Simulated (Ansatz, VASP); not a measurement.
# Cross-check of ZnO (zincite) between VASP and Ansatz, part 2 of 2

One calculation is typed for both programs; each brings its own data sets. How far apart do they land? The cell is taken from a series of runs on this material, whose earlier steps may have relaxed, scaled, displaced or heated it; both programs get it as it stands.

VASP 6.6.1 and Ansatz 0.2.0.

So far: The starting structure; VASP: relaxation of cell and atoms, PBE.

## (3) Ansatz: relaxation of cell and atoms, PBE

Level of this step: Ansatz beside VASP: Kohn-Sham DFT, plane waves, PBE (Ansatz).

Ansatz runs on norm-conserving files, of PseudoDojo where its log says so.

The same cell, functional and mesh now go to Ansatz, which takes its cutoff from its data sets.

input.yaml reads:

```yaml
crystal:
  lattice:
    - [3.2758904238, 0.0, 0.0]
    - [-1.6379452119, 2.837004327, 0.0]
    - [0.0, 0.0, 5.2855574119]
  atoms:
    - { symbol: Zn, position: [0.3333333333, 0.6666666667, 0.4999052118] }
    - { symbol: Zn, position: [0.6666666667, 0.3333333333, -9.47882e-05] }
    - { symbol: O, position: [0.6666666667, 0.3333333333, 0.3791047882] }
    - { symbol: O, position: [0.3333333333, 0.6666666667, 0.8791047882] }
kpoints:
  mp_grid: { grid: [9, 9, 6] }
hamiltonian:
  xc: pbe
  pseudopotentials: { kind: nc, accuracy: standard }
scf:
  occupations: { method: fixed }
output:
  forces: true
  stress: true
  eigenvalues: true
relax:
  adjacent_minimum: "off"
  f_tol: 0.001
  max_steps: 60
  cell: { stress_tol: 0.01 }
```

Run with:

```sh
> ansatz run input.yaml --threads 4 --pin off --max-ram 15360MiB --backend cpu --events-out ev --progress --plain --runs-dir out
```

Numbers of over 12 decimals in the logs are rounded to 6 here.

The log of the run:

```text
Engine: ansatz 0.2.0, aarch64-unknown-linux-gnu
Pseudopotentials: kind: nc
Pseudopotential: Zn, nc, valence charge 20, recommended cutoff 1142.878222 eV (normal), Zn.nc.azcp (PseudoDojo's, or run here from an input of PseudoDojo's; its table is named by hamiltonian.pseudopotentials.accuracy)
Pseudopotential: O, nc, valence charge 6, recommended cutoff 1142.878222 eV (normal), O.nc.azcp (PseudoDojo's, or run here from an input of PseudoDojo's; its table is named by hamiltonian.pseudopotentials.accuracy)
Functional definition: PBE
  parameter kappa = 0.804
  parameter beta = 0.066725
  exchange = pbe_x(kappa = kappa, mu = beta*pi^2/3)
  correlation = pbe_c(beta = beta)
Crystal: 4 atoms, lattice volume = 49.122 Å³
Basis set: ecut = 1142.878222 eV, 4259 PW (Γ), exchange–correlation on 80×80×120 points (8 copies of the dense FFT grid, shifted against one another)
Bands: 32, of which v1, the nominal top of the filled ones, is band 26 counted from 1 (25 counted from 0)
Symmetry: 12 space group operations
Space group: P63mc (ITA 186), of the structure as read, at distance tolerance 3.7e-5 Å
k-points: 48 of 486 (time reversal used)
Non-local potential: Zn, projectors of the file, l = 0: 2, l = 1: 2, l = 2: 2
Non-local potential: O, projectors of the file, l = 0: 2, l = 1: 2, l = 2: 1
Initial density: superposition of atomic densities (chi_scale 0.1, normalization cell, long waves kept (reshape's long-wave potential 0.00 eV rms))
Initial wavefunctions: pseudopotential atomic-orbital guess
Functional: x = pbe(κ = 0.804, μ = 0.219515), c = pbe(β = 0.066725)
SCF iter   1: F=—  HF=-12279.795790 eV  |F-HF|=—  |Δ(HF+E_count)|=         —  Δρ=1.33e-1  dr2=4.77e0  ethr=3.10e-3  ⟨swp⟩=4.8  Hψ=5243  notcnv=0  defer=188
preconditioner: auto → Resta (q_TF=auto, 2.754 Å⁻¹)  ε∞=5.4  [insulator: Δε(μ)=0.904 eV  Ē_g=15.096 eV  n_scr=22 (ndim 8)  ℏωp=31.8 eV  f_vac=0.038  ε∞_Penn≈5.4]
SCF iter   2: F=—  HF=-12278.219954 eV  |F-HF|=—  |Δ(HF+E_count)|=    1.58e0  Δρ=3.72e-2  dr2=4.64e-1  ethr=3.10e-3  ⟨swp⟩=3.0  Hψ=3953  notcnv=0  defer=192
SCF iter   3: F=—  HF=-12278.087873 eV  |F-HF|=—  |Δ(HF+E_count)|=   1.32e-1  Δρ=1.56e-2  dr2=7.56e-2  ethr=8.92e-4  ⟨swp⟩=2.9  Hψ=2736  notcnv=0  defer=192
SCF iter   4: F=—  HF=-12278.078999 eV  |F-HF|=—  |Δ(HF+E_count)|=   8.87e-3  Δρ=4.54e-3  dr2=1.45e-2  ethr=1.45e-4  ⟨swp⟩=3.0  Hψ=2402  notcnv=0  defer=192
SCF iter   5: F=—  HF=-12278.080089 eV  |F-HF|=—  |Δ(HF+E_count)|=   1.09e-3  Δρ=1.66e-3  dr2=8.55e-4  ethr=2.80e-5  ⟨swp⟩=2.3  Hψ=2346  notcnv=0  defer=192
SCF iter   6: F=—  HF=-12278.081455 eV  |F-HF|=—  |Δ(HF+E_count)|=   1.37e-3  Δρ=2.78e-4  dr2=2.50e-5  ethr=1.64e-6  ⟨swp⟩=2.0  Hψ=2378  notcnv=0  defer=192
SCF iter   7: F=—  HF=-12278.081767 eV  |F-HF|=—  |Δ(HF+E_count)|=   3.12e-4  Δρ=5.75e-5  dr2=1.11e-6  ethr=4.81e-8  ⟨swp⟩=2.0  Hψ=2434  notcnv=0  defer=188
SCF iter   8: F=-12278.081770 eV  HF=-12278.081770 eV  |F-HF|=6.81e-8  |Δ(HF+E_count)|=   2.91e-6  Δρ=1.06e-5  dr2=4.02e-8  ethr=1.92e-10  ⟨swp⟩=10.6  Hψ=8188  notcnv=0
SCF 1 converged in 8 iterations: F = -12278.081770 eV  dr2 = 4.02e-8
relax step   1: F+E_penalty+E_count = -12278.08177028 eV  Δ(F+E_penalty+E_count) = +0.000e0 eV  max|allowed force component| = 2.833e-5 eV/Å  Δτ_max = 0.0000 Å  P = +0.002 GPa  Ω = 49.122 Å³  (8 SCF iters, dr2 threshold 1.00e-7 eV, accepted)
Initial density: handed on by an earlier stage of this run
Initial wavefunctions: pseudopotential atomic-orbital guess (no wavefunctions were taken with the density)
iter 1 solved again at ethr=1.66e-7 eV; its pass at ethr=3.10e-3 eV (dr2=8.63e-5 eV) is discarded
SCF iter   1: F=—  HF=-12278.081563 eV  |F-HF|=—  |Δ(HF+E_count)|=         —  Δρ=1.12e-5  dr2=4.02e-8  ethr=1.66e-7  ⟨swp⟩=3.0  Hψ=9291  notcnv=0  defer=190
eigensolver tolerance schedule: the retry pair's looser diagonalisation over-reported the residual by 2142.40 of it (diagonalisation noise at 0.13 of the residual, at the tolerance the schedule requests for it); recorded, not acted on — ethr = c·dr2/N_el stays at c = 1.0e-1
preconditioner: auto → Resta (q_TF=auto, 2.754 Å⁻¹)  ε∞=6.2  [insulator: Δε(μ)=0.811 eV  Ē_g=13.877 eV  n_scr=22 (ndim 8)  ℏωp=31.8 eV  f_vac=0.118  ε∞_Penn≈6.2]
SCF iter   2: F=—  HF=-12278.081770 eV  |F-HF|=—  |Δ(HF+E_count)|=   2.08e-4  Δρ=6.76e-6  dr2=1.97e-8  ethr=7.74e-11  ⟨swp⟩=3.0  Hψ=3052  notcnv=0  defer=186
SCF iter   3: F=—  HF=-12278.081770 eV  |F-HF|=—  |Δ(HF+E_count)|=   3.64e-8  Δρ=4.10e-6  dr2=5.02e-9  ethr=3.79e-11  ⟨swp⟩=2.0  Hψ=2306  notcnv=0  defer=186
SCF iter   4: F=—  HF=-12278.081770 eV  |F-HF|=—  |Δ(HF+E_count)|=  7.64e-11  Δρ=1.51e-6  dr2=5.46e-10  ethr=9.66e-12  ⟨swp⟩=2.1  Hψ=2186  notcnv=0  defer=186
SCF iter   5: F=—  HF=-12278.081770 eV  |F-HF|=—  |Δ(HF+E_count)|=  9.64e-11  Δρ=6.12e-7  dr2=8.69e-11  ethr=1.05e-12  ⟨swp⟩=2.0  Hψ=2116  notcnv=0  defer=186
SCF iter   6: F=—  HF=-12278.081770 eV  |F-HF|=—  |Δ(HF+E_count)|=  1.09e-10  Δρ=2.36e-7  dr2=1.45e-11  ethr=1.00e-12  ⟨swp⟩=2.2  Hψ=2097  notcnv=0  defer=186
SCF iter   7: F=—  HF=-12278.081770 eV  |F-HF|=—  |Δ(HF+E_count)|=  1.82e-12  Δρ=9.08e-8  dr2=2.25e-12  ethr=1.00e-12  ⟨swp⟩=1.0  Hψ=1442  notcnv=0  defer=186
SCF iter   8: F=-12278.081770 eV  HF=-12278.081770 eV  |F-HF|=0.00e0  |Δ(HF+E_count)|=    0.00e0  Δρ=1.71e-8  dr2=1.07e-13  ethr=1.00e-12  ⟨swp⟩=10.2  Hψ=7912  notcnv=0
SCF 2 converged in 8 iterations: F = -12278.081770 eV  dr2 = 1.07e-13
relax step   2: F+E_penalty+E_count = -12278.08177029 eV  Δ(F+E_penalty+E_count) = -1.164e-8 eV  max|allowed force component| = 4.662e-5 eV/Å  Δτ_max = 0.0000 Å  P = +0.002 GPa  Ω = 49.122 Å³  stress off target by 2.12e-3 GPa  SCF on the basis re-selected at this cell (its energy is not comparable with the rows above)  (8 SCF iters)
basis re-selected at this cell: Δ(F+E_penalty+E_count) = -1.164e-8 eV, ΔP = +0.000 GPa vs the last step (what re-selecting the basis moved, of the pressure what is left beyond the Pulay correction that the steps carried, after the strain that the cell walked since its last selection, with what the two solves' SCF thresholds leave and, on support functions, any second-order correction that the steps lacked; it is no m [...]
SCF converged after 8 iterations
Free energy (F): -12278.081770 eV
Harris-Foulkes:  -12278.081770 eV  (|F-HF|=0.00e0)
Internal energy: -12278.081770 eV  (E = F + TS)
E sigma→0 (E₀):  -12278.081770 eV
Fermi energy:    9.150492 eV
--- Per-component energies (eV) ---
  E_band       = -1140.180253
  E_kinetic    = 5646.546485
  E_local      = -11358.758749  (includes V_loc(G=0)·N_el)
  E_nonlocal   = -2770.175364
  E_hartree    = 4488.842508
  E_xc         = -1452.429133
  E_vxc        = -1635.477609  (∫ρ·V_xc dr)
  E_ewald      = -6832.107518
  E_smearing   = -0.000000  (= −TS)
  E_closure    = 0.000000  (closes the sum)
  Σ components = -12278.081770   (vs F -12278.081770, Δ=0.00e0)
--- Forces (eV/Å), atoms counted from 1 ---
  atom   1  Zn     0.00000000    -0.00000000     0.00004662
  atom   2  Zn     0.00000000     0.00000000     0.00004662
  atom   3  O      0.00000000     0.00000000    -0.00004661
  atom   4  O      0.00000000    -0.00000000    -0.00004661
  max |Σ_I F_I| component: 1.85e-8 eV/Å
--- Stress (GPa, compression-positive) ---
        0.001981       0.000000      -0.000000
       -0.000000       0.001981      -0.000000
       -0.000000      -0.000000       0.002124
  P = ⅓ Tr σ = 0.0020 GPa (0.020 kbar)
--- Band table (eV; the first three rows and the last of 48) ---
  k-point 0: bands = [... 22 lower, 8.4020, 9.0746, 9.1505, 9.1505, 9.9616, 14.3335, 17.2736, 21.9725, ... 2 higher]
  k-point 1: bands = [... 22 lower, 8.4532, 8.5214, 9.1016, 9.1016, 10.5962, 14.0967, 17.4896, 21.9780, ... 2 higher]
  k-point 2: bands = [... 22 lower, 8.5925, 8.5925, 8.9670, 8.9670, 11.5829, 13.4651, 18.1168, 20.5393, ... 2 higher]
  k-point 47: bands = [... 22 lower, 6.5687, 6.5687, 7.9741, 7.9741, 17.0283, 17.0283, 17.1511, 17.1511, ... 2 higher]
--- Relaxed structure (1 steps of the walk, 1 accepted, 1 SCFs on fresh bases) ---
  F+E_penalty+E_count = -12278.08177029 eV   max|allowed force component| = 4.662e-5 eV/Å   (the final SCF, on the basis selected at the relaxed cell)
  cell:  # Å, volume = 49.1225 Å³
    - [3.275890, 0.0, 0.0]
    - [-1.637945, 2.837004, 0.0]
    - [0.0, 0.0, 5.2855574119]
  atoms:
    - { symbol: Zn, position: [0.333333, 0.666667, 0.4999052118] }
    - { symbol: Zn, position: [0.666667, 0.333333, -9.478820000000002e-5] }
    - { symbol: O, position: [0.666667, 0.333333, 0.3791047882] }
    - { symbol: O, position: [0.333333, 0.666667, 0.879105] }
```

The column dr2 measures how far the density is from self-consistency, as an energy; F and HF (Harris–Foulkes) agree once it is small.

## (4) Comparison

Known differences besides the potentials themselves: fixed occupations in Ansatz, narrow Gaussian smearing in VASP; the data sets hold 52 valence electrons in Ansatz (on norm-conserving files, of PseudoDojo where its log says so) and 36 in VASP; the cutoff is 1142.88 eV in Ansatz and 600 eV in VASP; Ansatz adds a Pulay correction to the stress that steers its cell, VASP none. Total energies have different zeros and are not compared.

Compared:

| quantity | Ansatz | VASP | difference |
| --- | --- | --- | --- |
| volume (Å³) | 49.12 | 49.57 | -0.91 % |
| edge a after relaxation, in the typed setting (Å) | 3.276 | 3.286 | -0.30 % |
| edge c after relaxation, in the typed setting (Å) | 5.286 | 5.302 | -0.31 % |

## (5) Outcome

```json
{"difference in volume (relaxation of cell and atoms, PBE)": "-0.91 %"}
```

**Reading.** The difference in volume is -0.91 % (relaxation of cell and atoms, PBE), within the 1.2 % picked in this series as the mark of a large difference, as far as the stopping tolerances let one tell. The data sets hold unlike numbers of valence electrons (52 in Ansatz and 36 in VASP), so part of the differences comes from the potentials. How closely two codes agree says nothing of how well the functional describes the real material.

[Lines on the potential files, build, host, timing and source positions are cut from VASP's logs without a mark.]

[Logs are printed without paths, hosts, clocks, repeated set-up lines and the standing remarks that a program may print on its own settings, such as how far it seeks lower states.]

[Hosts, paths, dates, database ids (printed as entryN), source tags and the programs' standing remarks are cut or masked in the printed files.]
